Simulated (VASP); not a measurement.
# Lattice of Au (Gold) across functionals and dispersion corrections

Aim: relax Au (Gold) at several levels and hold each cell against experiment. The levels: LDA, PBEsol, PBE, r2SCAN, PBE + D3(BJ), r2SCAN + rVV10, AM05 and SCAN. LASPH is on for some levels and off for others; the table marks which. The start is a cell from a database of measured crystal structures.

Main program and level: VASP 6.6.1; LDA; plane waves and PAW (Au), in the first sound run; inputs show where later runs differ.

**Measured values to reproduce.**

“Mechanisms for carbon adsorption on Au(110)-(2*1): A work function analysis” (2018, arxiv:1805.06931) quotes from earlier work for Au, fcc (bulk gold, literature value, 298 K): lattice constant a (cubic lattice constant) 4.078 Å [Literature room-temperature value quoted in the computational methods part; includes …].

Most raw output is cut from this account.

The database entry behind the starting cell differs from later determinations by our own check (0.1 to 0.3 % short, probably kX units), so it need not match the best structure at ambient conditions.

**1. The starting structure**

Before any relaxation, the start is as follows. Symmetry: Fm-3m, No. 225, cubic system. The conventional cell has a = 4.070 Å, b = 4.070 Å, c = 4.070 Å, α = 90.00°, β = 90.00°, γ = 90.00°. Nearest to Au lie 12 Au at 2.88 Å.

As a file:

```
Au
1.0
     0.00000    2.03500    2.03500
     2.03500    0.00000    2.03500
     2.03500    2.03500    0.00000
Au
1
Direct
  0.00000 0.00000 0.00000
```

**2. Relaxation with LDA**

Properties are meant for the cell that this level of theory prefers, so cell and atoms are relaxed first (ISIF = 3) until forces and stress are small; EDIFFG sets the threshold. LDA, the lowest rung, knows the local density alone.

INCAR

```
SYSTEM = Au
PREC = Accurate
ENCUT = 520
EDIFF = 1E-06
NELM = 100
ISMEAR = -1
SIGMA = 0.05
LREAL = .FALSE.
ALGO = Normal
GGA = CA
NBANDS = 11
LORBIT = 11
LWAVE = .FALSE.
LCHARG = .FALSE.
KPAR = 2
IBRION = 2
NSW = 60
ISIF = 3
EDIFFG = -0.01
```

POSCAR

```
Au
1.0
    0.0000000000      2.0350000000      2.0350000000
    2.0350000000      0.0000000000      2.0350000000
    2.0350000000      2.0350000000      0.0000000000
Au
1
Direct
    0.0000000000      0.0000000000      0.0000000000
```

KPOINTS

```
Automatic mesh
0
Gamma
8 8 8
0 0 0
```

The projector-augmented-wave data sets are Au (PBE family, release 64).

The run is started by

```
$ mpirun -np 2 vasp_std
```

Elapsed: 5.4 s, on 2 MPI ranks of Intel Xeon Platinum 8488C (Sapphire Rapids), shared host; peak memory 0.23 GiB.

This run has no spin polarisation. Its electron count is odd, so without a moment it is a metal by construction. The k-mesh is coarse for a metal. The PAW data sets were made with PBE, though LDA sets exist; this is a small mismatch. The run keeps the 48 symmetry operations of its start, so it cannot find a distortion of lower symmetry.

Relaxation path:

| step | energy less that of the first step (eV) | largest force (eV/Å) | pressure (GPa) | volume (Å³) |
| --- | --- | --- | --- | --- |
| 1 | 0.0000 | 0.0000 | -1.12 | 16.85 |
| 2 | 0.0009 | 0.0000 | 2.20 | 16.57 |
| 3 | -0.0004 | 0.0000 | 0.02 | 16.75 |

| conventional cell, symmetrised | before | after | change |
| --- | --- | --- | --- |
| a (Å) | 4.070 | 4.062 | -0.2 % |
| b (Å) | 4.070 | 4.062 | -0.2 % |
| c (Å) | 4.070 | 4.062 | -0.2 % |
| volume (Å³/atom) | 16.85 | 16.75 | -0.6 % |

Final coordinates:

```cif
data_structure
_symmetry_space_group_name_H-M 'P 1'
_symmetry_Int_Tables_number 1
_cell_length_a 2.8722
_cell_length_b 2.8722
_cell_length_c 2.8722
_cell_angle_alpha 60.000
_cell_angle_beta 60.000
_cell_angle_gamma 60.000
_cell_volume 16.75
loop_
_atom_site_label
_atom_site_type_symbol
_atom_site_fract_x
_atom_site_fract_y
_atom_site_fract_z
_atom_site_occupancy
Au1 Au 0.00000 0.00000 0.00000 1
```

This step gave:

```yaml
electrons: 11
bands: 11
irreducible_k_points: 29
symmetry_operations: 48
free_energy_toten: -4.440 eV
energy_at_zero_smearing: -4.438 eV
fermi_energy: 9.420 eV
pressure: 0.01960 GPa
metallic: yes
scf_cycles_over_all_ionic_steps: 21
```

It ends with forces that vanish by symmetry and a pressure of 0.02 GPa. The volume lies -0.6 % from that of the database's start, which holds the thermal and zero-point expansion of its experiment. The conventional cell has a = 4.062 Å.

**3. Relaxation with PBEsol**

This step: PBEsol; plane waves and PAW (Au) (VASP 6.6.1).

PBEsol restores the gradient expansion of exchange and is tuned for the cells of solids.

INCAR, as its differences from that of step 2:

```diff
@@ -9,3 +9,3 @@
 ALGO = Normal
-GGA = CA
+GGA = PS
 NBANDS = 11
```

POSCAR is that of step 2.

KPOINTS is that of step 2.

The run is started by

```
$ mpirun -np 2 vasp_std
```

Wall time 6.6 s (2 MPI ranks); peak memory 0.26 GiB.

The PAW data sets were made with PBE, which is usual practice but a small mismatch for other functionals.

The steps of the relaxation:

| step | energy less that of the first step (eV) | largest force (eV/Å) | pressure (GPa) | volume (Å³) |
| --- | --- | --- | --- | --- |
| 1 | 0.0000 | 0.0000 | 2.43 | 16.85 |
| 2 | 0.0032 | 0.0000 | -3.80 | 17.48 |
| 3 | -0.0017 | 0.0000 | -0.01 | 17.08 |

| conventional cell, symmetrised | before | after | change |
| --- | --- | --- | --- |
| a (Å) | 4.070 | 4.088 | +0.5 % |
| b (Å) | 4.070 | 4.088 | +0.5 % |
| c (Å) | 4.070 | 4.088 | +0.5 % |
| volume (Å³/atom) | 16.85 | 17.08 | +1.4 % |

Final coordinates:

```xyz
1
Lattice="0.0000 2.0442 2.0442 2.0442 0.0000 2.0442 2.0442 2.0442 0.0000" Properties=species:S:1:pos:R:3 pbc="T T T"
Au    0.0000    0.0000    0.0000
```

Numbers from this step:

| Item | Value |
| --- | --- |
| free energy (TOTEN) | -3.887 eV |
| energy at zero smearing | -3.884 eV |
| Fermi energy | 9.187 eV |
| pressure | -0.01108 GPa |
| SCF cycles over all ionic steps | 25 |

It ends at 17.08 Å³/atom, +1.4 % from the start, with -0.01 GPa left. The conventional cell has a = 4.088 Å.

**4. Relaxation with PBE**

This step: PBE; plane waves and PAW (Au) (VASP 6.6.1).

PBE, the usual starting point, adds the gradient of the density.

INCAR, as its differences from that of step 3:

```diff
@@ -9,3 +9,3 @@
 ALGO = Normal
-GGA = PS
+GGA = PE
 NBANDS = 11
```

POSCAR is that of step 3.

KPOINTS is that of step 3.

The run is started by

```
$ mpirun -np 2 vasp_std
```

It took 7.4 s on 2 MPI ranks; peak memory 0.26 GiB.

The steps of the relaxation:

| step | energy less that of the first step (eV) | largest force (eV/Å) | pressure (GPa) | volume (Å³) |
| --- | --- | --- | --- | --- |
| 1 | 0.0000 | 0.0000 | 11.50 | 16.85 |
| 2 | 0.0325 | 0.0000 | -10.41 | 19.98 |
| 3 | -0.0391 | 0.0000 | -0.23 | 18.07 |
| 4 | -0.0392 | 0.0000 | -0.04 | 18.04 |

| conventional cell, symmetrised | before | after | change |
| --- | --- | --- | --- |
| a (Å) | 4.070 | 4.163 | +2.3 % |
| b (Å) | 4.070 | 4.163 | +2.3 % |
| c (Å) | 4.070 | 4.163 | +2.3 % |
| volume (Å³/atom) | 16.85 | 18.04 | +7.0 % |

The relaxed structure:

```xyz
1
Lattice="0.0000 2.0817 2.0817 2.0817 0.0000 2.0817 2.0817 2.0817 0.0000" Properties=species:S:1:pos:R:3 pbc="T T T"
Au    0.0000    0.0000    0.0000
```

It ends at 18.04 Å³/atom, +7.0 % from the start, with -0.04 GPa left. The conventional cell has a = 4.163 Å.

**5. Relaxation with r2SCAN**

This step: r2SCAN; plane waves and PAW (Au) (VASP 6.6.1).

r2SCAN adds the kinetic-energy density, costs more than a GGA and is run with LASPH.

INCAR, as its differences from that of step 4:

```diff
@@ -9,3 +9,4 @@
 ALGO = Normal
-GGA = PE
+METAGGA = R2SCAN
+LASPH = .TRUE.
 NBANDS = 11
```

POSCAR is that of step 4.

KPOINTS is that of step 4.

The run is started by

```
$ mpirun -np 2 vasp_std
```

Wall time 27 s (2 MPI ranks); peak memory 0.27 GiB; 48 s of CPU time.

Step by step:

| step | energy less that of the first step (eV) | largest force (eV/Å) | pressure (GPa) | volume (Å³) |
| --- | --- | --- | --- | --- |
| 1 | 0.0000 | 0.0000 | 8.26 | 16.85 |
| 2 | 0.0254 | 0.0000 | -9.34 | 19.06 |
| 3 | -0.0195 | 0.0000 | -0.11 | 17.68 |
| 4 | -0.0196 | 0.0000 | 0.07 | 17.66 |

| conventional cell, symmetrised | before | after | change |
| --- | --- | --- | --- |
| a (Å) | 4.070 | 4.134 | +1.6 % |
| b (Å) | 4.070 | 4.134 | +1.6 % |
| c (Å) | 4.070 | 4.134 | +1.6 % |
| volume (Å³/atom) | 16.85 | 17.66 | +4.8 % |

Final coordinates:

```
Au
1.0
     0.00000    2.06686    2.06686
     2.06686    0.00000    2.06686
     2.06686    2.06686    0.00000
Au
1
Direct
  0.00000 0.00000 0.00000
```

It ends at 17.66 Å³/atom, +4.8 % from the start, with 0.07 GPa left. The conventional cell has a = 4.134 Å.

**6. Relaxation with PBE + D3(BJ)**

This step: PBE with D3(BJ); plane waves and PAW (Au) (VASP 6.6.1).

A dispersion term adds the long-range attraction that semilocal functionals lack. D3 with Becke-Johnson damping keeps a finite attraction at short range.

INCAR, as its differences from that of step 5:

```diff
@@ -9,4 +9,4 @@
 ALGO = Normal
-METAGGA = R2SCAN
-LASPH = .TRUE.
+GGA = PE
+IVDW = 12
 NBANDS = 11
```

POSCAR is that of step 5.

KPOINTS is that of step 5.

The run is started by

```
$ mpirun -np 2 vasp_std
```

Elapsed: 7 s, on 2 MPI ranks; peak memory 0.28 GiB; 8.9 s of CPU time.

Dispersion corrections of this kind ignore metallic screening and tend to overbind metals.

It ends at 17.33 Å³/atom, +2.8 % from the start, with -0.04 GPa left. The conventional cell has a = 4.108 Å. Against plain PBE, the dispersion term moves a by -1.3 %.

**7. Relaxation with r2SCAN + rVV10**

This step: r2SCAN with rVV10; plane waves and PAW (Au) (VASP 6.6.1).

LUSE_VDW switches on a nonlocal correlation term for dispersion.

INCAR, as its differences from that of step 6:

```diff
@@ -9,4 +9,8 @@
 ALGO = Normal
-GGA = PE
-IVDW = 12
+METAGGA = R2SCAN
+LUSE_VDW = .TRUE.
+IVDW_NL = 2
+BPARAM = 11.95
+CPARAM = 0.0093
+LASPH = .TRUE.
 NBANDS = 11
```

POSCAR is that of step 6.

KPOINTS is that of step 6.

The run is started by

```
$ mpirun -np 2 vasp_std
```

The job ended after 57 s (2 MPI ranks; peak memory 0.39 GiB).

It ends at 17.46 Å³/atom, +3.6 % from the start, with -0.05 GPa left. The conventional cell has a = 4.118 Å. Against plain r2SCAN, the dispersion term moves a by -0.4 %.

**8. Relaxation with AM05**

This step: AM05; plane waves and PAW (Au) (VASP 6.6.1).

AM05 is built from the electron gas and the surface model, and does well on lattice constants.

INCAR, as its differences from that of step 7:

```diff
@@ -9,8 +9,3 @@
 ALGO = Normal
-METAGGA = R2SCAN
-LUSE_VDW = .TRUE.
-IVDW_NL = 2
-BPARAM = 11.95
-CPARAM = 0.0093
-LASPH = .TRUE.
+GGA = AM
 NBANDS = 11
```

POSCAR is that of step 7.

KPOINTS is that of step 7.

The run is started by

```
$ mpirun -np 2 vasp_std
```

It took 7.6 s on 2 MPI ranks; peak memory 0.26 GiB; 10 s of CPU time.

It ends at 17.01 Å³/atom, +0.9 % from the start, with 0.00 GPa left. The conventional cell has a = 4.083 Å.

**9. Relaxation with SCAN**

This step: SCAN; plane waves and PAW (Au) (VASP 6.6.1).

SCAN adds the kinetic-energy density; it is numerically more delicate than r2SCAN.

INCAR, as its differences from that of step 8:

```diff
@@ -9,3 +9,4 @@
 ALGO = Normal
-GGA = AM
+METAGGA = SCAN
+LASPH = .TRUE.
 NBANDS = 11
```

POSCAR is that of step 8.

KPOINTS is that of step 8.

The run is started by

```
$ mpirun -np 2 vasp_std
```

Wall time 32 s (2 MPI ranks); peak memory 0.26 GiB; 59 s of CPU time.

It ends at 17.17 Å³/atom, +1.9 % from the start, with 0.00 GPa left. The conventional cell has a = 4.096 Å.

**10. The cells as a table**

This step: relaxed cells at several levels; plane waves and PAW (VASP 6.6.1).

No new run; the numbers come from the runs before.

Lengths are those of the conventional cell; cost is the wall time of each run, as given at its step, times its ranks, without the set-up around it; LASPH differs between rows, which moves results and costs too. Results by level, by row:

| level | volume (Å³/atom) | change from the start (%) | a (Å) | cost (core minutes) | LASPH |
| --- | --- | --- | --- | --- | --- |
| LDA | 16.75 | -0.6 | 4.062 | 0.18 | off |
| PBEsol | 17.08 | 1.4 | 4.088 | 0.22 | off |
| PBE | 18.04 | 7 | 4.163 | 0.247 | off |
| r2SCAN | 17.66 | 4.8 | 4.134 | 0.9 | on |
| PBE + D3(BJ) | 17.33 | 2.8 | 4.108 | 0.233 | off |
| r2SCAN + rVV10 | 17.46 | 3.6 | 4.118 | 1.9 | on |
| AM05 | 17.01 | 0.9 | 4.083 | 0.253 | off |
| SCAN | 17.17 | 1.9 | 4.096 | 1.07 | on |

**11. Summary of results**

```json
{
 "volume, LDA": "16.75 Å³/atom",
 "volume, PBEsol": "17.08 Å³/atom",
 "volume, PBE": "18.04 Å³/atom",
 "volume, r2SCAN": "17.66 Å³/atom",
 "volume, PBE + D3(BJ)": "17.33 Å³/atom",
 "volume, r2SCAN + rVV10": "17.46 Å³/atom",
 "volume, AM05": "17.01 Å³/atom",
 "volume, SCAN": "17.17 Å³/atom"
}
```

What this shows: For Au (Gold) the levels give volumes between 16.75 Å³/atom (LDA) and 18.04 Å³/atom (PBE), a spread of 7.7 %, while the cost of the finished runs spans a factor of 11. Within 1 % of experiment on every length: LDA, PBEsol, PBE + D3(BJ), r2SCAN + rVV10, AM05 and SCAN. The nearest, AM05, is among the cheap ones. Thermal and zero-point expansion, often some tenths of a per cent in length, bear on this order: with the measured lengths lowered by an assumed 0.4 % the nearest becomes LDA. The costs hold the number of ionic steps as well as the price of the functional. The closing table has room for seven levels; SCAN stands in the table of levels alone. Adding D3(BJ) to PBE changes the volume by -3.9 % (a by -1.3 %). Adding rVV10 to r2SCAN changes the volume by -1.1 % (a by -0.4 %). Pairwise corrections of the D and TS kind ignore the screening in a metal, so they may overbind here. Within 0.02 Å all end in space group Fm-3m; the runs can't lower the symmetry of the start. The k-sampling is coarse for a metal, so the Fermi level, pressures and the shape of the cell carry errors. Spin-orbit coupling is left out. LASPH is on for some levels and off for others, so differences between them are not the functional's alone. Each is a single relaxation on the plane waves of the start cell, so larger changes of volume carry a basis-set error that was not tested here.

Calculation against experiment:

| quantity | measured | LDA | PBEsol | PBE | r2SCAN | PBE + D3(BJ) | r2SCAN + rVV10 | AM05 |
| --- | --- | --- | --- | --- | --- | --- | --- | --- |
| lattice constant a (Å) | 4.078 | 4.062 (-0.4 %) | 4.088 (+0.3 %) | 4.163 (+2.1 %) | 4.134 (+1.4 %) | 4.108 (+0.7 %) | 4.118 (+1.0 %) | 4.083 (+0.1 %) |

Measured values from arxiv:1805.06931 (2018).

How well it matches: For the lattice constant a, of the levels listed nearest comes AM05 (+0.1 %, good agreement) and farthest PBE (+2.1 %, a clear miss). The grades are ours: good and fair within 0.7 and 1.5 % for the lattice constant a. For lattice constants the calculation has a static lattice, without zero-point motion or thermal expansion (measured at up to 298 K).

[Lines on the potential files, build, host, timing and source positions are cut from VASP's logs without a mark.]

[Logs are printed without paths, hosts, clocks, repeated set-up lines and the standing remarks that a program may print on its own settings, such as how far it seeks lower states.]

[Hosts, paths, dates, database ids (printed as entryN), source tags and the programs' standing remarks are cut or masked in the printed files.]

[A measured line is paired with the nearest computed mode of its activity, which favours agreement.]
